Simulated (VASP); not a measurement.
An input for Ansatz (written as the equivalent of a VASP run, and not itself run):

Ansatz 0.2 input:
```yaml
crystal:
  lattice:
    - [1.5950000, -2.7626210, 0.0000000]
    - [1.5950000, 2.7626210, 0.0000000]
    - [0.0000000, 0.0000000, 5.1900000]
  atoms:
    - { symbol: Ga, position: [0.6666670, 0.3333330, 0.5000000] }
    - { symbol: Ga, position: [0.3333330, 0.6666670, 0.0000000] }
    - { symbol: N, position: [0.6666670, 0.3333330, 0.8770000] }
    - { symbol: N, position: [0.3333330, 0.6666670, 0.3770000] }
kpoints:
  mp_grid: { grid: [7, 7, 4] }
hamiltonian:
  xc: pbe
  pseudopotentials: { kind: paw }
scf:
  occupations: { method: gaussian, width: 0.05 }
  max_iter: 100
output: { forces: true, stress: true, eigenvalues: true }
```

Problem. Translate this input to VASP (INCAR, KPOINTS, POSCAR, choice of POTCAR).

Solution. One answer among several that fit: 
POSCAR:
```
GaN
3.190
  0.5000000000  -0.8660253918   0.0000000000
  0.5000000000   0.8660253918   0.0000000000
  0.0000000000   0.0000000000   1.6269592476
Ga N
2 2
Direct
  0.6666670000   0.3333330000   0.5000000000
  0.3333330000   0.6666670000   0.0000000000
  0.6666670000   0.3333330000   0.8770000000
  0.3333330000   0.6666670000   0.3770000000
```

File KPOINTS:
```
Automatic
0
gamma
  7 7 4
```

INCAR:
```
# general
SYSTEM  = GaN
PREC    = Accurate
ENCUT   = 520
LREAL   = .False.
LASPH   = .True.

# electronic loop
EDIFF   = 1E-6
NELM    = 100
ALGO    = Normal
LMAXMIX = 4

# smearing
ISMEAR  = 0
SIGMA   = 0.05

# functional
GGA     = PE

# ions
ISIF    = 2

# output
LWAVE   = .False.
LCHARG  = .False.
```

POTCAR, in this order: Ga_d N (PBE.64 set). Program: vasp_std.

What does not carry over: each code has its own PAW files, so the cut-off isn't converted (ENCUT is set for VASP's; basis.ecutwfc is left out, and Ansatz then takes the one that its files recommend); Ansatz stops its SCF on the density residual and VASP on the energy change (EDIFF).

The compound is GaN in the wurtzite structure. The cell was not relaxed at this level.
